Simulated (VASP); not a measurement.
OSZICAR of a VASP run on SnTe (rock salt):

**OSZICAR**
```
       N       E                     dE             d eps       ncg     rms          rms(c)
DAV:   1     0.102251768381E+03    0.10225E+03   -0.84713E+03   224   0.130E+03
DAV:   2     0.613315740294E+00   -0.10164E+03   -0.99592E+02   242   0.298E+02
DAV:   3    -0.741544541666E+01   -0.80288E+01   -0.80130E+01   290   0.878E+01
DAV:   4    -0.762022556040E+01   -0.20478E+00   -0.20453E+00   262   0.157E+01
DAV:   5    -0.762878088912E+01   -0.85553E-02   -0.85553E-02   330   0.291E+00    0.403E+00
DAV:   6    -0.755342984372E+01    0.75351E-01   -0.19352E-01   278   0.316E+00    0.260E+00
DAV:   7    -0.755366193544E+01   -0.23209E-03   -0.58976E-02   254   0.133E+00    0.979E-01
DAV:   8    -0.755442243795E+01   -0.76050E-03   -0.76656E-03   236   0.819E-01    0.186E-01
DAV:   9    -0.755441151870E+01    0.10919E-04   -0.80500E-04   300   0.286E-01    0.681E-02
DAV:  10    -0.755445387219E+01   -0.42353E-04   -0.11207E-04   224   0.934E-02    0.194E-02
DAV:  11    -0.755446060346E+01   -0.67313E-05   -0.37997E-05   244   0.509E-02    0.177E-02
DAV:  12    -0.755445970863E+01    0.89484E-06   -0.35308E-06   284   0.112E-02
   1 F= -.75544597E+01 E0= -.75537710E+01  d E =-.137736E-02
```

Task: Which electronic solver shows in the log?

Result: It is blocked Davidson (ALGO = Normal, or the opening steps of other solvers). The INCAR had ALGO = Normal.

Task: Can the final energy be trusted as converged?

Result: The run converged. It stopped with EDIFF = 1E-6, NELM = 100 (PBE GGA, plane waves, VASP's PBE PAW potentials (set 64)).

The compound is SnTe in the rock salt structure, which distorts at low temperature. The cell was not relaxed at this level. The k-mesh is coarse (spacing up to 0.42 per Å, 2π included), so the numbers may not be converged in it. The run is one of a series of settings (KPOINTS 4×4×4 Γ-centred mesh against the base run), some of them coarse on purpose.
